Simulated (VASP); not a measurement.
All values below come from HSE06 screened hybrid, VASP's PBE PAW potentials (set 64) (plane waves; VASP).

The input files of a VASP run:

### INCAR
```
# general
SYSTEM  =Si
PREC    =Accurate
ENCUT   =300
LREAL   =F
LASPH   =T
ISYM    =3

# electronic loop
EDIFF   =1E-6
NELM    =100
ALGO    =Normal

# smearing
ISMEAR  =0
SIGMA   =0.01

# functional
GGA     =PE
LHFCALC =T
AEXX    =0.25
HFSCREEN=0.2
PRECFOCK=Fast

# ions
ISIF    =2

# output
LWAVE   =F
LCHARG  =F
```

### POSCAR
```
Si
1
    0.0000000000     2.7218500000     2.7218500000
    2.7218500000     0.0000000000     2.7218500000
    2.7218500000     2.7218500000     0.0000000000
Si
2
Direct
  0.2495650000   0.2521950000   0.2415330000
  0.0004350000  -0.0021950000   0.0084670000
```

**KPOINTS**
```
Automatic mesh
0
Gamma
4 4 4
0 0 0
```

POTCAR, in this order: Si (PBE.64 set). Program: vasp_std.

Output of the run:

File OUTCAR:
```
 ion  position               nearest neighbor table
   1  0.250  0.252  0.242-   2 2.32   2 2.34   2 2.36   2 2.41
   2  0.000  0.998  0.008-   1 2.32   1 2.34   1 2.36   1 2.41
  LATTYP: Found a face centered cubic cell.
 ALAT       =     5.4437000000
 Subroutine PRICEL returns:
 Original cell was already a primitive cell.
 Subroutine GETGRP returns: Found  2 space group operations
The static configuration has the point symmetry C_1 .
 The point group associated with its full space group is S_2 .
The dynamic configuration has the point symmetry C_1 .
 Subroutine INISYM returns: Found  2 space group operations
 Subroutine IBZKPT returns following result:
 Found     36 irreducible k-points:

 Following reciprocal coordinates:
            Coordinates               Weight
  0.000000  0.000000  0.000000      1.000000
  0.250000  0.000000  0.000000      2.000000
  0.000000  0.250000  0.000000      2.000000
  0.000000  0.000000  0.250000      2.000000
  0.250000  0.250000  0.250000      2.000000
  0.500000  0.000000  0.000000      1.000000
  0.000000  0.500000  0.000000      1.000000
  0.000000  0.000000  0.500000      1.000000
  0.500000  0.500000  0.500000      1.000000
  0.250000  0.250000  0.000000      2.000000
  0.000000  0.250000  0.250000      2.000000
  0.250000  0.000000  0.250000      2.000000
  0.500000  0.250000  0.000000      2.000000
  0.000000  0.500000  0.250000      2.000000
  0.250000  0.000000  0.500000      2.000000
  0.250000  0.250000 -0.250000      2.000000
  0.500000  0.250000  0.500000      2.000000
  0.250000  0.500000  0.000000      2.000000
  0.250000 -0.250000 -0.250000      2.000000
  0.500000  0.500000  0.250000      2.000000
  0.000000  0.250000  0.500000      2.000000
 -0.250000  0.250000 -0.250000      2.000000
  0.250000  0.500000  0.500000      2.000000
  0.500000  0.000000  0.250000      2.000000
 -0.250000  0.250000  0.000000      2.000000
  0.000000 -0.250000  0.250000      2.000000
  0.250000  0.000000 -0.250000      2.000000
  0.250000  0.250000  0.500000      2.000000
 -0.250000  0.500000 -0.250000      2.000000
  0.500000 -0.250000 -0.250000      2.000000
  0.500000  0.500000  0.000000      1.000000
  0.000000  0.500000  0.500000      1.000000
  0.500000  0.000000  0.500000      1.000000
 -0.250000  0.500000  0.250000      2.000000
  0.250000 -0.250000  0.500000      2.000000
  0.500000  0.250000 -0.250000      2.000000
 Subroutine IBZKPT_HF returns following result:
   k-points           NKPTS =     36   k-points in BZ     NKDIM =     64   number of bands    NBANDS=      8
   number of dos      NEDOS =    301   number of ions     NIONS =      2
   total plane-waves  NPLWV =  13824
   dimension x,y,z NGX =    24 NGY =   24 NGZ =   24
   dimension x,y,z NGXF=    48 NGYF=   48 NGZF=   48
   ions per type =               2
   PREC   = accura    normal or accurate (medium, high low for compatibility)
   ISTART =      0    job   : 0-new  1-cont  2-samecut
   ICHARG =      2    charge: 1-file 2-atom 10-const
   ISPIN  =      1    spin polarized calculation?
   LNONCOLLINEAR =      F non collinear calculations
   LSORBIT =      F    spin-orbit coupling
   INIWAV =      1    electr: 0-lowe 1-rand  2-diag
   ENCUT  =  300.0 eV  22.05 Ry    4.70 a.u.   5.44  5.44  5.44*2*pi/ulx,y,z
   NELM   =    100;   NELMIN=  2; NELMDL= -5     # of ELM steps
   EDIFF  = 0.1E-05   stopping-criterion for ELM
   LREAL  =      F    real-space projection
   NLSPLINE    = F    spline interpolate recip. space projectors
   LMAXMIX     =    2 max onsite mixed and CHGCAR
   VOSKOWN=      0    Vosko Wilk Nusair interpolation
   EDIFFG = 0.1E-04   stopping-criterion for IOM
...
```

OSZICAR:
```
       N       E                     dE             d eps       ncg     rms          rms(c)
DAV:   1    -0.256021071928E+03   -0.25602E+03   -0.23094E+03   576   0.488E+02
DAV:   2    -0.267167548574E+03   -0.11146E+02   -0.10658E+02   912   0.640E+01
DAV:   3    -0.267305947826E+03   -0.13840E+00   -0.13840E+00   712   0.874E+00
DAV:   4    -0.267306479230E+03   -0.53140E-03   -0.53157E-03   880   0.615E-01
DAV:   5    -0.127864683824E+02    0.25452E+03   -0.20718E+00   576   0.959E+00    0.768E+00
DAV:   6    -0.125075694340E+02    0.27890E+00   -0.20458E-01   712   0.262E+00    0.513E+00
DAV:   7    -0.124189583083E+02    0.88611E-01   -0.90288E-02   624   0.169E+00    0.313E+00
DAV:   8    -0.123959373002E+02    0.23021E-01   -0.31140E-02   624   0.102E+00    0.181E+00
DAV:   9    -0.123903496648E+02    0.55876E-02   -0.85958E-03   664   0.560E-01    0.102E+00
DAV:  10    -0.123890804311E+02    0.12692E-02   -0.21997E-03   712   0.299E-01    0.569E-01
DAV:  11    -0.123888566555E+02    0.22378E-03   -0.60115E-04   752   0.160E-01    0.312E-01
DAV:  12    -0.123888633744E+02   -0.67189E-05   -0.17402E-04   768   0.897E-02    0.170E-01
DAV:  13    -0.123889019354E+02   -0.38561E-04   -0.59171E-05   760   0.551E-02    0.918E-02
DAV:  14    -0.123889316570E+02   -0.29722E-04   -0.22631E-05   736   0.353E-02    0.497E-02
DAV:  15    -0.123889495374E+02   -0.17880E-04   -0.93851E-06   712   0.233E-02    0.272E-02
DAV:  16    -0.123889592805E+02   -0.97431E-05   -0.41060E-06   712   0.156E-02    0.152E-02
DAV:  17    -0.123889643276E+02   -0.50471E-05   -0.18504E-06   696   0.106E-02    0.894E-03
DAV:  18    -0.123889668632E+02   -0.25356E-05   -0.84836E-07   672   0.718E-03    0.554E-03
DAV:  19    -0.123889681098E+02   -0.12466E-05   -0.39114E-07   536   0.493E-03    0.359E-03
DAV:  20    -0.123889687143E+02   -0.60453E-06   -0.19366E-07   480   0.358E-03
   1 F= -.12388969E+02 E0= -.12388969E+02  d E =-.163971E-37
```

OUTCAR:
```
------------------------ aborting loop because EDIFF is reached ----------------------------------------
  FORCE on cell =-STRESS in cart. coord.  units (eV):
  Direction    XX          YY          ZZ          XY          YZ          ZX
  --------------------------------------------------------------------------------------
  Total        0.0234882      0.0034391      0.0418237     -0.0544389      0.3171891      0.4566767
  in kB        0.9331195      0.1366246      1.6615377     -2.1627037     12.6010375     18.1424885
  external PRESSURE =       0.9104272 kB  Pullay stress =       0.0000000 kB
  volume of cell :       40.33
      direct lattice vectors                 reciprocal lattice vectors
     0.000000000  2.721850000  2.721850000    -0.183698587  0.183698587  0.183698587
     2.721850000  0.000000000  2.721850000     0.183698587 -0.183698587  0.183698587
     2.721850000  2.721850000  0.000000000     0.183698587  0.183698587 -0.183698587
 POSITION                                       TOTAL-FORCE (eV/Angst)
 -----------------------------------------------------------------------------------
      1.34385      1.33670      1.36572         0.489059      0.704808     -0.081079
      2.73892      0.02423      2.71706        -0.489059     -0.704808      0.081079
 -----------------------------------------------------------------------------------
    total drift:                                0.000000     -0.000000      0.000000
  FREE ENERGIE OF THE ION-ELECTRON SYSTEM (eV)
  ---------------------------------------------------
  free  energy   TOTEN  =       -12.3889687143 eV

  energy  without entropy=      -12.3889687143  energy(sigma->0) =      -12.38896871

  exchange ACFDT corr.  =         0.00000000  see jH, gK, PRB 81, 115126
```
(Selected blocks of OUTCAR.)

The structure comes from a computed database's Si entry; how it stands against other phases isn't given here. The cell was not relaxed at this level, atoms are displaced from their ideal sites. The k-mesh is coarse (spacing up to 0.50 per Å, 2π included), so the numbers may not be converged in it. The run is one of a series of settings (AEXX = 0.25, HFSCREEN = 0.2, ISYM = 3, LHFCALC = .TRUE., PRECFOCK = Fast, KPOINTS 4×4×4 Γ-centred mesh against the base run), some of them coarse on purpose.
